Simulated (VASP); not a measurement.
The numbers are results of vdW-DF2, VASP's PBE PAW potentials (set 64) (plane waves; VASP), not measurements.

Input for VASP

**INCAR**
```
# general
SYSTEM    =  GdN
PREC      =  Accurate
ENCUT     =  520
LREAL     =  F
LASPH     =  T

# electronic loop
EDIFF     =  1E-6
NELM      =  100
ALGO      =  Normal
LMAXMIX   =  6

# smearing
ISMEAR    =  0
SIGMA     =  0.05

# functional
GGA       =  ML
LUSE_VDW  =  T
AGGAC     =  0.0
ZAB_VDW   =  -1.8867

# ions
IBRION    =  2
NSW       =  60
ISIF      =  3
EDIFFG    =  -0.01

# output
LWAVE     =  F
LCHARG    =  F
```

**POSCAR**
```
GdN
1.0
  0.0000000000   2.4900000000   2.4900000000
  2.4900000000   0.0000000000   2.4900000000
  2.4900000000   2.4900000000   0.0000000000
Gd N
1 1
direct
  0.0000000000   0.0000000000   0.0000000000
  0.5000000000   0.5000000000   0.5000000000
```

### KPOINTS
```
Automatic mesh
0
Gamma
8 8 8
0 0 0
```

POTCAR, in this order: Gd_3 N (PBE.64 set). Program: vasp_std.

The resulting files:

File OUTCAR:
```
 ion  position               nearest neighbor table
   1  0.000  0.000  0.000-   2 2.49   2 2.49   2 2.49   2 2.49   2 2.49   2 2.49
   2  0.500  0.500  0.500-   1 2.49   1 2.49   1 2.49   1 2.49   1 2.49   1 2.49
  LATTYP: Found a face centered cubic cell.
 ALAT       =     4.9800000000
 Subroutine PRICEL returns:
 Original cell was already a primitive cell.
 Subroutine GETGRP returns: Found 48 space group operations
The static configuration has the point symmetry O_h .
The dynamic configuration has the point symmetry O_h .
 Subroutine INISYM returns: Found 48 space group operations
 Subroutine IBZKPT returns following result:
 Found     29 irreducible k-points:

 Following reciprocal coordinates:
            Coordinates               Weight
  0.000000  0.000000  0.000000      1.000000
  0.125000  0.000000  0.000000      8.000000
  0.250000  0.000000  0.000000      8.000000
  0.375000  0.000000  0.000000      8.000000
  0.500000  0.000000  0.000000      4.000000
  0.125000  0.125000  0.000000      6.000000
  0.250000  0.125000  0.000000     24.000000
  0.375000  0.125000  0.000000     24.000000
  0.500000  0.125000  0.000000     24.000000
...
```

### OSZICAR
```
       N       E                     dE             d eps       ncg     rms          rms(c)
DAV:   1     0.498573007214E+02    0.49857E+02   -0.70632E+03   638   0.119E+03
DAV:   2    -0.120431256351E+02   -0.61900E+02   -0.58511E+02   877   0.238E+02
DAV:   3    -0.150281963689E+02   -0.29851E+01   -0.29680E+01   848   0.434E+01
DAV:   4    -0.150555081028E+02   -0.27312E-01   -0.27270E-01   785   0.399E+00
DAV:   5    -0.150560125403E+02   -0.50444E-03   -0.50322E-03   882   0.453E-01    0.250E+01
DAV:   6    -0.118507291184E+02    0.32053E+01   -0.29986E+01   754   0.333E+01    0.249E+01
DAV:   7    -0.115800044061E+02    0.27072E+00   -0.24017E+00   729   0.987E+00    0.176E+01
DAV:   8    -0.116077368064E+02   -0.27732E-01   -0.27739E-01   704   0.530E+00    0.881E+00
DAV:   9    -0.115955001052E+02    0.12237E-01   -0.27252E-02   800   0.158E+00    0.435E-01
DAV:  10    -0.115966852388E+02   -0.11851E-02   -0.46435E-03   800   0.487E-01    0.664E-01
DAV:  11    -0.115967391418E+02   -0.53903E-04   -0.18810E-03   740   0.314E-01    0.391E-02
DAV:  12    -0.115967428916E+02   -0.37499E-05   -0.74661E-05   787   0.756E-02    0.471E-02
DAV:  13    -0.115967602295E+02   -0.17338E-04   -0.41403E-05   701   0.680E-02    0.152E-02
DAV:  14    -0.115967612481E+02   -0.10186E-05   -0.30383E-06   777   0.175E-02    0.419E-03
DAV:  15    -0.115967613595E+02   -0.11142E-06   -0.11348E-06   687   0.998E-03
   1 F= -.11596761E+02 E0= -.11596727E+02  d E =-.115968E+02
       N       E                     dE             d eps       ncg     rms          rms(c)
DAV:   1    -0.123385417655E+02   -0.74178E+00   -0.17532E+01   650   0.373E+01    0.875E+00
DAV:   2    -0.117792940434E+02    0.55925E+00   -0.29336E+00   707   0.114E+01    0.306E+00
DAV:   3    -0.116385672611E+02    0.14073E+00   -0.55934E-01   783   0.464E+00    0.313E+00
DAV:   4    -0.115808856289E+02    0.57682E-01   -0.23229E-01   721   0.393E+00    0.958E-01
DAV:   5    -0.115807113996E+02    0.17423E-03   -0.85668E-03   831   0.853E-01    0.216E-01
DAV:   6    -0.115805236885E+02    0.18771E-03   -0.98257E-04   810   0.183E-01    0.302E-02
DAV:   7    -0.115805382968E+02   -0.14608E-04   -0.43963E-05   793   0.661E-02    0.201E-02
DAV:   8    -0.115805392878E+02   -0.99092E-06   -0.40842E-06   769   0.176E-02
   2 F= -.11580539E+02 E0= -.11580539E+02  d E =0.162221E-01
       N       E                     dE             d eps       ncg     rms          rms(c)
DAV:   1    -0.118764351941E+02   -0.29590E+00   -0.52570E+00   650   0.205E+01    0.469E+00
DAV:   2    -0.117043678419E+02    0.17207E+00   -0.91033E-01   719   0.614E+00    0.145E+00
DAV:   3    -0.116607150806E+02    0.43653E-01   -0.14143E-01   730   0.261E+00    0.155E+00
DAV:   4    -0.116443898008E+02    0.16325E-01   -0.60587E-02   773   0.220E+00    0.654E-01
DAV:   5    -0.116443978438E+02   -0.80430E-05   -0.48613E-03   841   0.560E-01    0.108E-01
DAV:   6    -0.116441548960E+02    0.24295E-03   -0.92473E-04   828   0.251E-01    0.205E-02
DAV:   7    -0.116441586940E+02   -0.37980E-05   -0.42301E-05   740   0.645E-02    0.156E-02
DAV:   8    -0.116441589625E+02   -0.26848E-06   -0.10908E-06   525   0.870E-03
   3 F= -.11644159E+02 E0= -.11644157E+02  d E =-.473976E-01
       N       E                     dE             d eps       ncg     rms          rms(c)
DAV:   1    -0.116442310161E+02   -0.72322E-04   -0.14570E-03   653   0.343E-01    0.820E-02
DAV:   2    -0.116441855307E+02    0.45485E-04   -0.23820E-04   730   0.102E-01    0.267E-02
DAV:   3    -0.116441716322E+02    0.13898E-04   -0.35809E-05   752   0.415E-02    0.272E-02
DAV:   4    -0.116441664535E+02    0.51787E-05   -0.16212E-05   768   0.353E-02    0.996E-03
DAV:   5    -0.116441668647E+02   -0.41118E-06   -0.64032E-07   388   0.760E-03
   4 F= -.11644167E+02 E0= -.11644165E+02  d E =-.474055E-01
```

File OUTCAR:
```
------------------------ aborting loop because EDIFF is reached ----------------------------------------
  FORCE on cell =-STRESS in cart. coord.  units (eV):
  Direction    XX          YY          ZZ          XY          YZ          ZX
  --------------------------------------------------------------------------------------
  Total        0.0059789      0.0059789      0.0059789      0.0000000      0.0000000     -0.0000000
  in kB        0.2935325      0.2935325      0.2935325      0.0000000      0.0000000     -0.0000000
  external PRESSURE =       0.2935325 kB  Pullay stress =       0.0000000 kB
  volume of cell :       32.63
      direct lattice vectors                 reciprocal lattice vectors
     0.000000000  2.536389130  2.536389130    -0.197130635  0.197130635  0.197130635
     2.536389130  0.000000000  2.536389130     0.197130635 -0.197130635  0.197130635
     2.536389130  2.536389130  0.000000000     0.197130635  0.197130635 -0.197130635
 POSITION                                       TOTAL-FORCE (eV/Angst)
 -----------------------------------------------------------------------------------
      0.00000      0.00000      0.00000         0.000000      0.000000     -0.000000
      2.53639      2.53639      2.53639        -0.000000     -0.000000      0.000000
 -----------------------------------------------------------------------------------
    total drift:                                0.000000      0.000000      0.000000
  FREE ENERGIE OF THE ION-ELECTRON SYSTEM (eV)
  ---------------------------------------------------
  free  energy   TOTEN  =       -11.6441668647 eV

  energy  without entropy=      -11.6441633635  energy(sigma->0) =      -11.64416511

 reached required accuracy - stopping structural energy minimisation
```
(Selected blocks of OUTCAR.)

**CONTCAR**
```
GdN
   1.00000000000000
     0.0000000000000000    2.5363891300975148    2.5363891300975148
     2.5363891300975148    0.0000000000000000    2.5363891300975148
     2.5363891300975148    2.5363891300975148    0.0000000000000000
  Gd              N
     1     1
Direct
     0.0000000000000000    0.0000000000000000    0.0000000000000000
     0.5000000000000000    0.5000000000000000    0.5000000000000000
```

The 4f electrons are frozen in the core of the lanthanide potential, so 4f levels, which can set the real gap, and their magnetism are missing. Energy and stress use the plane-wave basis of the starting cell.

The compound is GdN in the rock salt structure. This run relaxes it. Symmetry was kept, so distortions that lower it aren't found.
